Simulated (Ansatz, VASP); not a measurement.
# Si2MoN4 in two plane-wave programs, part 2 of 2

Wanted: the spread between two codes on one cell, functional and k mesh. The cell is taken from a series of runs on this material, whose earlier steps may have relaxed, scaled, displaced or heated it; both programs get it as it stands.

VASP 6.6.1 and Ansatz 0.2.0.

So far: The structure; Ansatz: single point, HSE06.

### 3. VASP: single point, HSE06

Level of this step: HSE06, no spin polarisation; plane waves and PAW (Mo_sv, N, Si) (VASP).

The same cell, functional and mesh now go to VASP, with its own data sets.

Lines of VASP's logs that name or quote its potential files are left out, and so is its time.

The run reads the wave functions of an earlier VASP run, which isn't shown here.

File INCAR:

```
SYSTEM = Si2MoN4
PREC = Accurate
ENCUT = 520
EDIFF = 1E-06
NELM = 100
ISMEAR = 0
SIGMA = 0.01
LREAL = .FALSE.
ALGO = Normal
LHFCALC = .TRUE.
AEXX = 0.25
GGA = PE
HFSCREEN = 0.208
LASPH = .TRUE.
NBANDS = 56
PRECFOCK = Fast
LORBIT = 11
LWAVE = .FALSE.
LCHARG = .FALSE.
ISIF = 2
LDIPOL = .TRUE.
IDIPOL = 3
DIPOL = 0.5 0.5 0.5
LVHAR = .TRUE.
```

File POSCAR:

```
Si2MoN4
1.0
    2.8944902083      0.0000000000      0.0000000000
   -1.4472451041      2.5067020514      0.0000000000
    0.0000000000      0.0000000000     56.7000000000
Mo N Si
2 8 4
Direct
    0.0000000000      0.0000000000      0.4137932901
    0.0000000000      0.0000000000      0.5862067099
    0.3333333333      0.6666666667      0.4357039036
    0.3333333333      0.6666666667      0.3918716826
    0.6666666667      0.3333333333      0.4752382644
    0.6666666667      0.3333333333      0.3521819916
    0.6666666667      0.3333333333      0.6081283174
    0.6666666667      0.3333333333      0.5642960964
    0.3333333333      0.6666666667      0.6478180084
    0.3333333333      0.6666666667      0.5247617356
    0.3333333333      0.6666666667      0.4663730812
    0.3333333333      0.6666666667      0.3611838387
    0.6666666667      0.3333333333      0.6388161613
    0.6666666667      0.3333333333      0.5336269188
```

File KPOINTS:

```
Automatic mesh
0
Gamma
6 6 1
0 0 0
```

The projector-augmented-wave data sets are Mo_sv, N and Si (PBE family, release 64).

On the command line:

```
$ export OMP_NUM_THREADS=3
$ mpirun -np 1 vasp_std
```

Numbers of over 12 decimals in the logs are rounded to 6 here.

Output:

```text
[banner, memory and clock lines left out]
running    1 mpi-ranks, on    1 nodes
 distrk:  each k-point on    1 cores,    1 groups
 distr:  one band on    1 cores,    1 groups
 Offloading initialized ...    1 GPUs detected
 POSCAR found type information on POSCAR MoN Si
 POSCAR found :  3 types and      14 ions
 LDA part: xc-table for (Slater+PW92), standard interpolation
 found WAVECAR, reading the header
|                                                                             |
|           W    W    AA    RRRRR   N    N  II  N    N   GGGG   !!!           |
|           W    W   A  A   R    R  NN   N  II  NN   N  G    G  !!!           |
|           W    W  A    A  R    R  N N  N  II  N N  N  G       !!!           |
|           W WW W  AAAAAA  RRRRR   N  N N  II  N  N N  G  GGG   !            |
|           WW  WW  A    A  R   R   N   NN  II  N   NN  G    G                |
|           W    W  A    A  R    R  N    N  II  N    N   GGGG   !!!           |
|                                                                             |
|     One of the lattice vectors is very long (>50 A), but AMIN is rather     |
|     large. This can spoil convergence since charge sloshing might occur     |
|     along the long lattice vector. If problems with convergence are         |
|     observed, try to decrease AMIN to a smaller value (e.g. 0.01).          |
|     Note: This warning only applies if the self-consistency cycle is        |
|     used.                                                                   |
|                                                                             |

 POSCAR, INCAR and KPOINTS ok, starting setup
 FFT: planning ... GRIDC
 FFT: planning ... GRID_SOFT
 FFT: planning ... GRID
 reading WAVECAR
 the WAVECAR file was read successfully
 initial charge from wavefunction
 entering main loop
       N       E                     dE             d eps       ncg     rms          rms(c)
DAV:   1    -0.147456116031E+03   -0.14746E+03   -0.25807E+00   880   0.852E+00    0.728E+00
DAV:   2    -0.147421852632E+03    0.34263E-01   -0.21153E-01   880   0.285E+00    0.452E+00
DAV:   3    -0.147421671599E+03    0.18103E-03   -0.24077E-02   976   0.822E-01    0.263E+00
DAV:   4    -0.147418624981E+03    0.30466E-02   -0.80555E-03   888   0.426E-01    0.156E+00
DAV:   5    -0.147418361995E+03    0.26299E-03   -0.12615E-03   920   0.170E-01    0.896E-01
DAV:   6    -0.147418117297E+03    0.24470E-03   -0.36683E-04   880   0.114E-01    0.497E-01
DAV:   7    -0.147418095154E+03    0.22143E-04   -0.13881E-04   936   0.566E-02    0.278E-01
DAV:   8    -0.147418084439E+03    0.10715E-04   -0.15728E-05   960   0.219E-02    0.161E-01
DAV:   9    -0.147418084662E+03   -0.22323E-06   -0.54729E-06   864   0.103E-02
   1 F= -.14741808E+03 E0= -.14741808E+03  d E =-.435368E-15
```

Parts of OUTCAR (step 3):

```text
ion  position               nearest neighbor table
   1  0.000  0.000  0.414-   3 2.08   3 2.08   3 2.08   4 2.08   4 2.08   4 2.08
   2  0.000  0.000  0.586-   8 2.08   8 2.08   8 2.08   7 2.08   7 2.08   7 2.08
   3  0.333  0.667  0.436-  11 1.74   1 2.08   1 2.08   1 2.08
   4  0.333  0.667  0.392-  12 1.74   1 2.08   1 2.08   1 2.08
   5  0.667  0.333  0.475-  11 1.75  11 1.75  11 1.75
   6  0.667  0.333  0.352-  12 1.75  12 1.75  12 1.75
   7  0.667  0.333  0.608-  13 1.74   2 2.08   2 2.08   2 2.08
   8  0.667  0.333  0.564-  14 1.74   2 2.08   2 2.08   2 2.08
   9  0.333  0.667  0.648-  13 1.75  13 1.75  13 1.75
  10  0.333  0.667  0.525-  14 1.75  14 1.75  14 1.75
  11  0.333  0.667  0.466-   3 1.74   5 1.75   5 1.75   5 1.75
  12  0.333  0.667  0.361-   4 1.74   6 1.75   6 1.75   6 1.75
  13  0.667  0.333  0.639-   7 1.74   9 1.75   9 1.75   9 1.75
  14  0.667  0.333  0.534-   8 1.74  10 1.75  10 1.75  10 1.75

  LATTYP: Found a hexagonal cell.
 ALAT       =     2.8944902083
 C/A-ratio  =    19.5889417202

 Subroutine GETGRP returns: Found 12 space group operations
 (whereof 12 operations were pure point group operations)

The static configuration has the point symmetry D_3d.

 Found      7 irreducible k-points:

   k-points           NKPTS =      7   k-points in BZ     NKDIM =     36   number of bands    NBANDS=     56

   dimension x,y,z NGX =    24 NGY =   24 NGZ =  432
   dimension x,y,z NGXF=    48 NGYF=   48 NGZF=  864

   ENCUT  =  520.0 eV  38.22 Ry    6.18 a.u.   5.38  5.38105.42*2*pi/ulx,y,z

   NELECT =      84.0000    total number of electrons

 k-points in reciprocal lattice and weights: Automatic mesh
   0.00000000  0.00000000  0.00000000       0.028
   0.16666667  0.00000000  0.00000000       0.167
   0.33333333  0.00000000  0.00000000       0.167
   0.50000000  0.00000000  0.00000000       0.083
   0.16666667  0.16666667  0.00000000       0.167
   0.33333333  0.16666667  0.00000000       0.333
   0.33333333  0.33333333  0.00000000       0.056

  exchange ACFDT corr.  =         0.00000000  see jH, gK, PRB 81, 115126

 dipolmoment           0.000000      0.000000      0.000000 electrons x Angstroem

 average (electrostatic) potential at core
       1 -77.3918       2 -77.3918       3 -64.1111       4 -64.1125       5 -64.1395
       6 -64.1097       7 -64.1125       8 -64.1111       9 -64.1097      10 -64.1395
      11 -86.9192      12 -86.8872      13 -86.8872      14 -86.9192

 E-fermi :  -0.9091

 k-point     1 :       0.0000    0.0000    0.0000
  band No.  band energies     occupation
    ...
     38      -3.8632      2.00000
     39      -3.8632      2.00000
     40      -3.3444      2.00000
     41      -1.0628      2.00000
     42      -0.9607      2.00000
     43       2.6851      0.00000
     44       2.6851      0.00000
     45       2.6860      0.00000
     46       2.6860      0.00000
     47       3.1544      0.00000
    ...

 k-point     2 :       0.1667    0.0000    0.0000
  band No.  band energies     occupation
    ...
     38      -4.2192      2.00000
     39      -3.6607      2.00000
     40      -3.3617      2.00000
     41      -1.7045      2.00000
     42      -1.6858      2.00000
     43       2.4778      0.00000
     44       2.5686      0.00000
     45       2.5896      0.00000
     46       2.5904      0.00000
     47       3.1698      0.00000
    ...

 k-point     3 :       0.3333    0.0000    0.0000
  band No.  band energies     occupation
    ...
     38      -3.8157      2.00000
     39      -3.7196      2.00000
     40      -3.3658      2.00000
     41      -2.4311      2.00000
     42      -2.3723      2.00000
     43       2.6818      0.00000
     44       2.6903      0.00000
     45       2.6925      0.00000
     46       2.7760      0.00000
     47       3.1332      0.00000
    ...

  Total       -3.5274242     -3.5274242     -3.4395881     -0.0000000      0.0000000     -0.0000000
  in kB      -13.7375857    -13.7375857    -13.3955071     -0.0000000      0.0000000     -0.0000000
  external PRESSURE =     -13.6235595 kB  Pullay stress =       0.0000000 kB

  energy-cutoff  :      520.00
  volume of cell :      411.39
      direct lattice vectors                 reciprocal lattice vectors
     2.894490208  0.000000000  0.000000000     0.345483981  0.199465269 -0.000000000
    -1.447245104  2.506702051  0.000000000     0.000000000  0.398930539  0.000000000
     0.000000000  0.000000000 56.700000000     0.000000000 -0.000000000  0.017636684

 POSITION                                       TOTAL-FORCE (eV/Angst)
 -----------------------------------------------------------------------------------
      0.00000      0.00000     23.46208        -0.000000     -0.000000     -0.019796
      0.00000      0.00000     33.23792        -0.000000      0.000000      0.019796
     -0.00000      1.67113     24.70441        -0.000000      0.000000     -0.207196
     -0.00000      1.67113     22.21912        -0.000000      0.000000      0.190010
      1.44725      0.83557     26.94601         0.000000      0.000000     -0.378971
      1.44725      0.83557     19.96872         0.000000      0.000000      0.344971
      1.44725      0.83557     34.48088        -0.000000     -0.000000     -0.190010
      1.44725      0.83557     31.99559        -0.000000     -0.000000      0.207196
     -0.00000      1.67113     36.73128        -0.000000     -0.000000     -0.344971
     -0.00000      1.67113     29.75399        -0.000000      0.000000      0.378971
     -0.00000      1.67113     26.44335        -0.000000      0.000000      0.043315
     -0.00000      1.67113     20.47912        -0.000000      0.000000     -0.142825
      1.44725      0.83557     36.22088         0.000000      0.000000      0.142825
      1.44725      0.83557     30.25665         0.000000      0.000000     -0.043315
 -----------------------------------------------------------------------------------
    total drift:                                0.000000      0.000000      0.000000

  FREE ENERGIE OF THE ION-ELECTRON SYSTEM (eV)
  ---------------------------------------------------
  free  energy   TOTEN  =      -147.4180846618 eV

  energy  without entropy=     -147.4180846618  energy(sigma->0) =     -147.41808466

 vacuum level on the upper side and lower side of the slab         4.918         4.918

 total charge
# of ion       s       p       d       tot
------------------------------------------
    1        2.322   6.312   3.874  12.508
    2        2.322   6.312   3.874  12.508
    3        1.244   2.583   0.000   3.827
    4        1.244   2.582   0.000   3.826
    5        1.229   2.704   0.000   3.933
    6        1.228   2.697   0.000   3.925
    7        1.244   2.582   0.000   3.826
    8        1.244   2.583   0.000   3.827
    9        1.228   2.697   0.000   3.925
   10        1.229   2.704   0.000   3.933
   11        0.692   0.983   0.000   1.675
   12        0.692   0.981   0.000   1.672
   13        0.692   0.981   0.000   1.672
   14        0.692   0.983   0.000   1.675
--------------------------------------------------
tot         17.302  37.683   7.748  62.732

[... 3 further parts left out ...]
```

This run has no spin polarisation, so a moment on Mo, if there is one, isn't seen.

### 4. Comparison

Known differences besides the potentials themselves: exact exchange at q = 0 is treated differently, which shows on coarse meshes; VASP keeps PBE cores, Ansatz makes them for the functional; fixed occupations in Ansatz, narrow Gaussian smearing in VASP; Ansatz cuts the interaction across the vacuum, VASP repeats the sheet with a dipole correction; the cutoff is 420 eV in Ansatz and 520 eV in VASP; VASP takes a coarser grid for exact exchange (PRECFOCK = Fast). Total energies have different zeros and are not compared.

Both answers:

| quantity | Ansatz | VASP | difference |
| --- | --- | --- | --- |
| gap on the k mesh (eV) | 2.264 | 2.266 | -0.002 |

A gap on the mesh is an upper bound, since the band edges may lie between its points. With vacuum in the cell, a pressure given here is an average over mostly empty space and none of the material.

### 5. Results

| Item | Value |
| --- | --- |
| difference in gap on the k mesh (single point, HSE06) | -0.0024 eV |

In words: The difference in gap on the k mesh is -0.0024 eV (single point, HSE06), within the 0.08 eV picked in this series as the mark of a large difference. Such differences can come from data sets, numerical settings and the points named under the comparisons, not from the functional's error against experiment.

[Lines on the potential files, build, host, timing and source positions are cut from VASP's logs without a mark.]

[Logs are printed without paths, hosts, clocks, repeated set-up lines and the standing remarks that a program may print on its own settings, such as how far it seeks lower states.]

[Hosts, paths, dates, database ids (printed as entryN), source tags and the programs' standing remarks are cut or masked in the printed files.]
